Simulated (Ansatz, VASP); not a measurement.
# Cross-check of H12C14O3 (amorphous polyfuran at 300 K) between VASP and Ansatz, part 2 of 3

Aim: how closely do two programs agree when they are given the same cell, functional and k mesh? Of the first pair: The structure shown is the start of the Ansatz relaxation below; VASP solves that cell, so the two are compared at the walk's first step.

VASP 6.6.1 and Ansatz 0.2.0.

So far: Set-up; Ansatz: relaxation, PBE with D3(BJ).

### 3. VASP: single point, PBE with D3(BJ), start cell, pair 1

Level of this step: PBE with D3(BJ); plane waves and PAW (C, O, H) (VASP).

The same cell, functional and mesh now go to VASP, with its own data sets.

Lines of VASP's logs that name or quote its potential files are left out, and so is its time.

INCAR reads:

```
SYSTEM = H12C14O3
PREC = Accurate
ENCUT = 520
EDIFF = 1E-06
NELM = 120
ISMEAR = 0
SIGMA = 0.01
LREAL = Auto
ALGO = Normal
GGA = PE
IVDW = 12
NBANDS = 192
LORBIT = 11
LWAVE = .FALSE.
LCHARG = .FALSE.
ISIF = 2
LASPH = .TRUE.
GGA_COMPAT = .FALSE.
EFERMI = MIDGAP
NCORE = 2
```

POSCAR reads:

```
H12C14O3
1.0
    9.7282800000      0.0000000000      0.0000000000
    0.0000000000      9.7282800000      0.0000000000
    0.0000000000      0.0000000000      9.7282800000
C O H
42 9 36
Direct
    0.7602885608      0.5059064912      0.7832525380
    0.6304608831      0.5498094216      0.7207646162
    0.4912790339      0.5323654336      0.7424231210
    0.4215236404      0.6250950836      0.6625014905
    0.5179744004      0.6842730678      0.5787251189
    0.4922966855      0.7757794800      0.4672357292
    0.3970588840      0.8808237427      0.4578301611
    0.4417944385      0.9535909739      0.3409646926
    0.5465406012      0.8880500972      0.2784150950
    0.6108479608      0.9228661182      0.1507255137
    0.5886857697      0.0447869510      0.0837146957
    0.6871821124      0.0457737647      0.9763596443
    0.7546657785      0.9215092493      0.9855082296
    0.8670289095      0.8589596517      0.9054221301
    0.9760204270      0.7041326935      0.5407019535
    0.0652530560      0.5884493456      0.5001911952
    0.1199903786      0.5502103147      0.3760068584
    0.1974346955      0.4405403627      0.4122105860
    0.1770816629      0.4016331767      0.5431175912
    0.2541353662      0.2988400827      0.6172108533
    0.3781963513      0.2397032158      0.5815622083
    0.4027227835      0.1294165053      0.6774578857
    0.2863815597      0.1264457849      0.7666720119
    0.2558108936      0.0361626105      0.8781716809
    0.3332140933      0.9263405247      0.9153211051
    0.2747864987      0.8776268775      0.0419293030
    0.1634924159      0.9599435872      0.0730653312
    0.0691077971      0.9742832238      0.1913596237
    0.9491503123      0.3007725929      0.0727672312
    0.0632485907      0.3899044847      0.0411789134
    0.0821522407      0.5058859326      0.9663167590
    0.2221050381      0.5430559153      0.9879444259
    0.2822698360      0.4516008996      0.0725410864
    0.4207012956      0.4539856994      0.1261579642
    0.5223019897      0.5519475180      0.1066478350
    0.6366798653      0.5152298248      0.1984523472
    0.6011956893      0.3915286155      0.2571574831
    0.6920545050      0.3199640635      0.3464949611
    0.7955157541      0.3738070861      0.4344961288
    0.8428622531      0.2691020406      0.5157335110
    0.7862232584      0.1493480862      0.4668862327
    0.7994630089      0.0030221170      0.4969018161
    0.6459209644      0.6446052128      0.6194106255
    0.5752815503      0.7714004942      0.3554379603
    0.7002779525      0.8377739950      0.0806925787
    0.0914961329      0.4989062815      0.6038888683
    0.2040751294      0.2297631236      0.7333259322
    0.1446915590      0.0502863816      0.9688146312
    0.1846575140      0.3539577397      0.0998018149
    0.4707718117      0.3523952847      0.2171606903
    0.6960531564      0.1820157315      0.3658611800
    0.7596204057      0.5409794948      0.8911338901
    0.7811350002      0.3955169876      0.7868194583
    0.8493587767      0.5545995798      0.7393187696
    0.4555687131      0.4687673463      0.8283889855
    0.3158215018      0.6459518024      0.6745899583
    0.3151841847      0.8960474000      0.5257558376
    0.3967196668      0.0493612437      0.3008548274
    0.5206881381      0.1294987398      0.1056610213
    0.7132915582      0.1272167331      0.9068201162
    0.9073751989      0.7741759078      0.9674783209
    0.8272479822      0.8143166110      0.8132167248
    0.9433425025      0.9334949241      0.8806387152
    0.0155114779      0.7978902745      0.4933862923
    0.8699071162      0.6783727442      0.5065026911
    0.9809853335      0.7148334546      0.6522016225
    0.0986710909      0.5904640903      0.2784973294
    0.2618037310      0.3788953443      0.3520869054
    0.4346708771      0.2848499426      0.5023909674
    0.4930059579      0.0694367350      0.6791745303
    0.4257381572      0.8895303178      0.8671830992
    0.3184530051      0.8047362946      0.1075421349
    0.0938809327      0.8863026146      0.2557183798
    0.1020427044      0.0675556213      0.2501572734
    0.9610126353      0.9873893432      0.1633073884
    0.9504866225      0.2540736903      0.1698758671
    0.8533779867      0.3556127085      0.0562072638
    0.9625545317      0.2263401136      0.9972780389
    0.0146480159      0.5570460554      0.8979285136
    0.2715382370      0.6259996628      0.9346873240
    0.5140168663      0.6455817472      0.0474390129
    0.7233961194      0.5764122743      0.2279848031
    0.8246678755      0.4813800590      0.4580049094
    0.9335668792      0.2745192367      0.5789615430
    0.8913600349      0.9833187367      0.5652386650
    0.7033823040      0.9616499525      0.5519783559
    0.8092180735      0.9488727709      0.4017976456
```

KPOINTS reads:

```
Automatic mesh
0
Gamma
1 1 1
0 0 0
```

PAW data sets: C, O and H (PBE family, release 64).

The run is started by

```bash
> mpirun -np 8 vasp_gam
```

Numbers of over 12 decimals in the logs are rounded to 6 here.

Log:

```text
[banner, memory and clock lines left out]
running    8 mpi-ranks, on    1 nodes
[...]
LDA part: xc-table for (Slater+PW92), standard interpolation
 POSCAR, INCAR and KPOINTS ok, starting setup
[...]
entering main loop
       N       E                     dE             d eps       ncg     rms          rms(c)
DAV:   1     0.190895500471E+04    0.19090E+04   -0.13823E+05   392   0.126E+03
DAV:   2    -0.405256393948E+03   -0.23142E+04   -0.21911E+04   480   0.301E+02
DAV:   3    -0.609459226174E+03   -0.20420E+03   -0.20220E+03   488   0.925E+01
DAV:   4    -0.614296647398E+03   -0.48374E+01   -0.48142E+01   488   0.158E+01
[...]
DAV:  15    -0.562761827895E+03    0.16887E-04   -0.55040E-05   448   0.214E-02    0.125E-02
DAV:  16    -0.562761823640E+03    0.42545E-05   -0.12605E-05   456   0.151E-02    0.420E-03
DAV:  17    -0.562761823648E+03   -0.81691E-08   -0.58846E-06   488   0.721E-03
   1 F= -.56835436E+03 E0= -.56835436E+03  d E =0.000000E+00
```

OUTCAR, selected parts (step 3):

```text
  FREE ENERGIE OF THE ION-ELECTRON SYSTEM (eV)
  ---------------------------------------------------
  free  energy   TOTEN  =      -568.3543643282 eV

  energy  without entropy=     -568.3543643282  energy(sigma->0) =     -568.35436433

[... 1 further part left out ...]
```

The run ends at a pressure of 3.24 GPa, with forces up to 3.6 eV/Å.

### 4. Side by side

Known differences besides the potentials themselves: fixed occupations in Ansatz, narrow Gaussian smearing in VASP; the cutoff is 420 eV in Ansatz and 520 eV in VASP (PREC = Accurate, projectors in real space). Total energies have different zeros and are not compared.

Forces on 9 of the 87 atoms, those with the largest forces and the largest differences (eV/Å; atoms numbered as in POSCAR):

```tsv
atom	Ansatz x, y, z	VASP x, y, z
C3	1.688, -1.436, 2.811	1.672, -1.479, 2.848
C8	-2.149, 2.126, -0.284	-2.167, 2.163, -0.302
C13	0.691, 0.528, -2.226	0.818, 0.614, -2.383
C18	1.462, -2.851, -0.867	1.499, -2.885, -0.913
C23	2.073, -0.132, -0.975	2.148, -0.294, -0.880
C39	-1.607, 2.338, -0.670	-1.592, 2.389, -0.666
O45	-0.278, 1.003, 1.824	-0.258, 0.805, 1.874
O47	-2.003, 1.515, -0.836	-2.144, 1.594, -0.802
H78	-0.488, -2.127, -1.364	-0.483, -2.137, -1.374
```

The forces differ by 60 meV/Å r.m.s., which is 6.7 % of the r.m.s. force of 0.896 eV/Å (both taken over all components).

### 5. Ansatz: relaxation, PBE with D3(BJ)

This run makes the geometry at which the two programs are then compared. The cell compared in this pair holds 929.32 Å³, against 920.68 Å³ for the pair before.

The structure compared here is the end of the Ansatz relaxation.

input.yaml reads:

```yaml
crystal:
  lattice:
    - [9.72828, 0.0, 0.0]
    - [0.0, 9.72828, 0.0]
    - [0.0, 0.0, 9.72828]
  atoms:
    - { symbol: C, position: [0.76029, 0.50591, 0.78325] }
    - { symbol: C, position: [0.63046, 0.54981, 0.72076] }
    - { symbol: C, position: [0.49128, 0.53237, 0.74242] }
    - { symbol: C, position: [0.42152, 0.6251, 0.6625] }
    - { symbol: C, position: [0.51797, 0.68427, 0.57872] }
    - { symbol: O, position: [0.64592, 0.64461, 0.61941] }
    - { symbol: C, position: [0.4923, 0.77578, 0.46724] }
    - { symbol: C, position: [0.39706, 0.88082, 0.45783] }
    - { symbol: C, position: [0.44179, 0.95359, 0.34096] }
    - { symbol: C, position: [0.54654, 0.88805, 0.27842] }
    - { symbol: O, position: [0.57528, 0.7714, 0.35544] }
    - { symbol: C, position: [0.61085, 0.92287, 0.15073] }
    - { symbol: C, position: [0.58869, 0.04479, 0.08371] }
    - { symbol: C, position: [0.68718, 0.04577, 0.97636] }
    - { symbol: C, position: [0.75467, 0.92151, 0.98551] }
    - { symbol: O, position: [0.70028, 0.83777, 0.08069] }
    - { symbol: C, position: [0.86703, 0.85896, 0.90542] }
    - { symbol: H, position: [0.75962, 0.54098, 0.89113] }
    - { symbol: H, position: [0.78114, 0.39552, 0.78682] }
    - { symbol: H, position: [0.84936, 0.5546, 0.73932] }
    - { symbol: H, position: [0.45557, 0.46877, 0.82839] }
    - { symbol: H, position: [0.31582, 0.64595, 0.67459] }
    - { symbol: H, position: [0.31518, 0.89605, 0.52576] }
    - { symbol: H, position: [0.39672, 0.04936, 0.30085] }
    - { symbol: H, position: [0.52069, 0.1295, 0.10566] }
    - { symbol: H, position: [0.71329, 0.12722, 0.90682] }
    - { symbol: H, position: [0.90738, 0.77418, 0.96748] }
    - { symbol: H, position: [0.82725, 0.81432, 0.81322] }
    - { symbol: H, position: [0.94334, 0.93349, 0.88064] }
    - { symbol: C, position: [0.97602, 0.70413, 0.5407] }
    - { symbol: C, position: [0.06525, 0.58845, 0.50019] }
    - { symbol: C, position: [0.11999, 0.55021, 0.37601] }
    - { symbol: C, position: [0.19743, 0.44054, 0.41221] }
    - { symbol: C, position: [0.17708, 0.40163, 0.54312] }
    - { symbol: O, position: [0.0915, 0.49891, 0.60389] }
    - { symbol: C, position: [0.25414, 0.29884, 0.61721] }
    - { symbol: C, position: [0.3782, 0.2397, 0.58156] }
    - { symbol: C, position: [0.40272, 0.12942, 0.67746] }
    - { symbol: C, position: [0.28638, 0.12645, 0.76667] }
    - { symbol: O, position: [0.20408, 0.22976, 0.73333] }
    - { symbol: C, position: [0.25581, 0.03616, 0.87817] }
    - { symbol: C, position: [0.33321, 0.92634, 0.91532] }
    - { symbol: C, position: [0.27479, 0.87763, 0.04193] }
    - { symbol: C, position: [0.16349, 0.95994, 0.07307] }
    - { symbol: O, position: [0.14469, 0.05029, 0.96881] }
    - { symbol: C, position: [0.06911, 0.97428, 0.19136] }
    - { symbol: H, position: [0.01551, 0.79789, 0.49339] }
    - { symbol: H, position: [0.86991, 0.67837, 0.5065] }
    - { symbol: H, position: [0.98099, 0.71483, 0.6522] }
    - { symbol: H, position: [0.09867, 0.59046, 0.2785] }
    - { symbol: H, position: [0.2618, 0.3789, 0.35209] }
    - { symbol: H, position: [0.43467, 0.28485, 0.50239] }
    - { symbol: H, position: [0.49301, 0.06944, 0.67917] }
    - { symbol: H, position: [0.42574, 0.88953, 0.86718] }
    - { symbol: H, position: [0.31845, 0.80474, 0.10754] }
    - { symbol: H, position: [0.09388, 0.8863, 0.25572] }
    - { symbol: H, position: [0.10204, 0.06756, 0.25016] }
    - { symbol: H, position: [0.96101, 0.98739, 0.16331] }
    - { symbol: C, position: [0.94915, 0.30077, 0.07277] }
    - { symbol: C, position: [0.06325, 0.3899, 0.04118] }
    - { symbol: C, position: [0.08215, 0.50589, 0.96632] }
    - { symbol: C, position: [0.22211, 0.54306, 0.98794] }
    - { symbol: C, position: [0.28227, 0.4516, 0.07254] }
    - { symbol: O, position: [0.18466, 0.35396, 0.0998] }
    - { symbol: C, position: [0.4207, 0.45399, 0.12616] }
    - { symbol: C, position: [0.5223, 0.55195, 0.10665] }
    - { symbol: C, position: [0.63668, 0.51523, 0.19845] }
    - { symbol: C, position: [0.6012, 0.39153, 0.25716] }
    - { symbol: O, position: [0.47077, 0.3524, 0.21716] }
    - { symbol: C, position: [0.69205, 0.31996, 0.34649] }
    - { symbol: C, position: [0.79552, 0.37381, 0.4345] }
    - { symbol: C, position: [0.84286, 0.2691, 0.51573] }
    - { symbol: C, position: [0.78622, 0.14935, 0.46689] }
    - { symbol: O, position: [0.69605, 0.18202, 0.36586] }
    - { symbol: C, position: [0.79946, 0.00302, 0.4969] }
    - { symbol: H, position: [0.95049, 0.25407, 0.16988] }
    - { symbol: H, position: [0.85338, 0.35561, 0.05621] }
    - { symbol: H, position: [0.96255, 0.22634, 0.99728] }
    - { symbol: H, position: [0.01465, 0.55705, 0.89793] }
    - { symbol: H, position: [0.27154, 0.626, 0.93469] }
    - { symbol: H, position: [0.51402, 0.64558, 0.04744] }
    - { symbol: H, position: [0.7234, 0.57641, 0.22798] }
    - { symbol: H, position: [0.82467, 0.48138, 0.45801] }
    - { symbol: H, position: [0.93357, 0.27452, 0.57896] }
    - { symbol: H, position: [0.89136, 0.98332, 0.56524] }
    - { symbol: H, position: [0.70338, 0.96165, 0.55198] }
    - { symbol: H, position: [0.80922, 0.94887, 0.4018] }
kpoints:
  mp_grid: { grid: [1, 1, 1] }
hamiltonian:
  xc: pbe
  dispersion: d3bj
scf:
  occupations: { method: fixed }
output:
  forces: true
relax:
  f_tol: 0.05
  max_steps: 150
  cell: {}
```

The run is started by

```bash
> ansatz run input.yaml --threads 4 --pin off --max-ram 8192MiB --backend cpu --events-out ev --progress --plain --runs-dir out
```

Log:

```text
[...]
Crystal: 87 atoms, lattice volume = 920.679 Å³
Basis set: ecut = 420 eV, 17941 PW (Γ), exchange–correlation on 144×144×144 points (8 copies of the dense FFT grid, shifted against one another)
Bands: 216, of which v1, the nominal top of the filled ones, is band 129 counted from 1 (128 counted from 0)
Symmetry: 1 space group operations
[...]
k-points: 1
[...]
- { symbol: C, position: [0.896776, 0.308671, 0.399253] }
    - { symbol: C, position: [0.942297, 0.187618, 0.489158] }
    - { symbol: C, position: [0.820602, 0.123847, 0.488042] }
    - { symbol: O, position: [0.700258, 0.199431, 0.402488] }
    - { symbol: C, position: [0.797447, -0.00452587, 0.556068] }
[...]
- { symbol: H, position: [1.052395, 0.151298, 0.547434] }
    - { symbol: H, position: [0.901510, 0.947940, 0.622469] }
    - { symbol: H, position: [0.712819, 0.993481, 0.626616] }
    - { symbol: H, position: [0.762059, 0.942638, 0.473563] }
[key lines of the parts left out:]
P = ⅓ Tr σ = 0.0064 GPa (0.064 kbar)
```

(Continued in part 3 of 3.)

[Lines on the potential files, build, host, timing and source positions are cut from VASP's logs without a mark.]

[Logs are printed without paths, hosts, clocks, repeated set-up lines and the standing remarks that a program may print on its own settings, such as how far it seeks lower states.]

[Hosts, paths, dates, database ids (printed as entryN), source tags and the programs' standing remarks are cut or masked in the printed files.]
